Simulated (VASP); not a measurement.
OSZICAR of a VASP run on Ho (hcp):

### OSZICAR
```
       N       E                     dE             d eps       ncg     rms          rms(c)
DAV:   1     0.920682274580E+02    0.92068E+02   -0.83052E+03  2216   0.130E+03
DAV:   2     0.131838000381E+01   -0.90750E+02   -0.89117E+02  2844   0.553E+02
DAV:   3    -0.341937577820E+01   -0.47378E+01   -0.44240E+01  3240   0.943E+01
DAV:   4    -0.365126984537E+01   -0.23189E+00   -0.21626E+00  3405   0.124E+01
DAV:   5    -0.365730351137E+01   -0.60337E-02   -0.58458E-02  3313   0.230E+00    0.244E+01
DAV:   6    -0.368330454415E+01   -0.26001E-01   -0.17927E-02  3346   0.178E+00    0.146E+01
DAV:   7    -0.370500169916E+01   -0.21697E-01   -0.34288E-02  3239   0.256E+00    0.284E-01
DAV:   8    -0.370538657328E+01   -0.38487E-03   -0.18012E-03  2991   0.449E-01    0.908E-02
DAV:   9    -0.370549403784E+01   -0.10746E-03   -0.22971E-04  3165   0.137E-01    0.317E-02
DAV:  10    -0.370549853823E+01   -0.45004E-05   -0.33943E-05  3288   0.592E-02    0.425E-02
DAV:  11    -0.370550132160E+01   -0.27834E-05   -0.56635E-06  2621   0.183E-02    0.236E-03
DAV:  12    -0.370550163664E+01   -0.31504E-06   -0.48505E-07  2833   0.771E-03    0.288E-03
DAV:  13    -0.370550159739E+01    0.39249E-07   -0.47404E-08  1703   0.445E-03
   1 F= -.37055016E+01 E0= -.37051645E+01  d E =-.370550E+01
       N       E                     dE             d eps       ncg     rms          rms(c)
DAV:   1    -0.371318156533E+01   -0.76799E-02   -0.27461E-01  2929   0.478E+00    0.350E-01
DAV:   2    -0.370974241758E+01    0.34391E-02   -0.75012E-03  3149   0.108E+00    0.217E-01
DAV:   3    -0.370805082225E+01    0.16916E-02   -0.21068E-03  3568   0.435E-01    0.106E-01
DAV:   4    -0.370806133218E+01   -0.10510E-04   -0.25787E-04  2956   0.128E-01    0.489E-02
DAV:   5    -0.370806206775E+01   -0.73558E-06   -0.12155E-05  3614   0.415E-02    0.729E-03
DAV:   6    -0.370806191977E+01    0.14799E-06   -0.58543E-07  3075   0.655E-03    0.254E-03
DAV:   7    -0.370806189856E+01    0.21206E-07   -0.45692E-08  1703   0.280E-03
   2 F= -.37080619E+01 E0= -.37079463E+01  d E =-.256030E-02
       N       E                     dE             d eps       ncg     rms          rms(c)
DAV:   1    -0.371220599644E+01   -0.41441E-02   -0.18543E-01  2912   0.393E+00    0.287E-01
DAV:   2    -0.370982746491E+01    0.23785E-02   -0.49430E-03  3162   0.861E-01    0.177E-01
DAV:   3    -0.370869383273E+01    0.11336E-02   -0.13615E-03  3568   0.349E-01    0.941E-02
DAV:   4    -0.370869644815E+01   -0.26154E-05   -0.17639E-04  2993   0.107E-01    0.418E-02
DAV:   5    -0.370869689123E+01   -0.44308E-06   -0.80970E-06  3622   0.329E-02    0.456E-03
DAV:   6    -0.370869680145E+01    0.89779E-07   -0.35075E-07  2696   0.540E-03
   3 F= -.37086968E+01 E0= -.37086225E+01  d E =-.319520E-02
```

Task: Which electronic solver shows in the log?

Result: It is blocked Davidson (ALGO = Normal, or the opening steps of other solvers). The INCAR had ALGO = Normal.

Task: Can the final energy be trusted as converged?

Result: Self-consistency was reached. It stopped with EDIFF = 1E-7, NELM = 100, NSW = 30 and EDIFFG = -0.01 after 3 ionic steps (optB88-vdW, plane waves, VASP's PBE PAW potentials (set 64)). The 4f electrons are frozen in the core of the lanthanide potential, so 4f levels, which can set the real gap, and their magnetism are missing.

The compound is Ho in the hcp structure. This cell is one point of a volume scan, at 0.97 of the reference volume. Symmetry was kept, so distortions that lower it aren't found.
